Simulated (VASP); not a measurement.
Output of a VASP run:

### OSZICAR
```
       N       E                     dE             d eps       ncg     rms          rms(c)
DAV:   1     0.203505937541E+01    0.20351E+01   -0.52377E+03  1408   0.100E+03
DAV:   2    -0.164691647310E+02   -0.18504E+02   -0.17701E+02  2200   0.114E+02
DAV:   3    -0.166009016492E+02   -0.13174E+00   -0.13174E+00  1400   0.114E+01
DAV:   4    -0.166012268377E+02   -0.32519E-03   -0.32519E-03  1928   0.485E-01
DAV:   5    -0.166012269090E+02   -0.71325E-07   -0.71325E-07  1392   0.582E-03    0.577E+00
DAV:   6    -0.160426798865E+02    0.55855E+00   -0.45800E-01  1400   0.549E+00    0.342E+00
DAV:   7    -0.158479335945E+02    0.19475E+00   -0.56147E-01  1664   0.608E+00    0.787E-01
DAV:   8    -0.158489686909E+02   -0.10351E-02   -0.22513E-03  1392   0.584E-01    0.387E-02
DAV:   9    -0.158489917827E+02   -0.23092E-04   -0.23757E-05  1640   0.610E-02    0.361E-02
DAV:  10    -0.158489980851E+02   -0.63024E-05   -0.66141E-06  1456   0.328E-02    0.597E-03
DAV:  11    -0.158489980990E+02   -0.13873E-07   -0.22791E-07  1864   0.441E-03
   1 F= -.15848998E+02 E0= -.15848998E+02  d E =-.926395E-14
```

OUTCAR:
```
------------------------ aborting loop because EDIFF is reached ----------------------------------------
  FORCE on cell =-STRESS in cart. coord.  units (eV):
  Direction    XX          YY          ZZ          XY          YZ          ZX
  --------------------------------------------------------------------------------------
  Total        0.9578553      0.9578553      0.9578553      0.0000000      0.0000000      0.0000000
  in kB      138.3398956    138.3398956    138.3398956      0.0000000      0.0000000      0.0000000
  external PRESSURE =     138.3398956 kB  Pullay stress =       0.0000000 kB
  volume of cell :       11.09
      direct lattice vectors                 reciprocal lattice vectors
     0.000000000  1.770153835  1.770153835    -0.282461326  0.282461326  0.282461326
     1.770153835  0.000000000  1.770153835     0.282461326 -0.282461326  0.282461326
     1.770153835  1.770153835  0.000000000     0.282461326  0.282461326 -0.282461326
 POSITION                                       TOTAL-FORCE (eV/Angst)
 -----------------------------------------------------------------------------------
      0.00000      0.00000      0.00000         0.000000      0.000000      0.000000
      0.88508      0.88508      0.88508        -0.000000     -0.000000     -0.000000
 -----------------------------------------------------------------------------------
    total drift:                                0.000000     -0.000000      0.000000
  FREE ENERGIE OF THE ION-ELECTRON SYSTEM (eV)
  ---------------------------------------------------
  free  energy   TOTEN  =       -15.8489980990 eV

  energy  without entropy=      -15.8489980990  energy(sigma->0) =      -15.84899810
```
(Selected blocks of OUTCAR.)

**POSCAR**
```
C
1
    0.0000000000     1.7701538349     1.7701538349
    1.7701538349     0.0000000000     1.7701538349
    1.7701538349     1.7701538349     0.0000000000
C
2
Direct
  0.0000000000   0.0000000000   0.0000000000
  0.2500000000   0.2500000000   0.2500000000
```

**Question.** Write an INCAR and KPOINTS that could have produced this output.

**Answer.** Several could match; the one computed here: the input of the run itself, optB88-vdW, plane waves, VASP's PBE PAW potentials (set 64).

### KPOINTS
```
Automatic mesh
0
Gamma
13 13 13
0 0 0
```

### INCAR
```
SYSTEM = C
PREC = Accurate; ENCUT = 520; LREAL = F
LASPH = T
EDIFF = 1E-7; NELM = 100; ALGO = Normal
ISMEAR = 0; SIGMA = 0.05
GGA = BO; LUSE_VDW = T; AGGAC = 0.0
PARAM1 = 0.1833333333; PARAM2 = 0.22
ISIF = 2
LWAVE = F; LCHARG = F
```

POTCAR, in this order: C (PBE.64 set). Program: vasp_std.

The compound is C in the diamond structure. This cell is one point of a volume scan, at 0.97 of the reference volume.
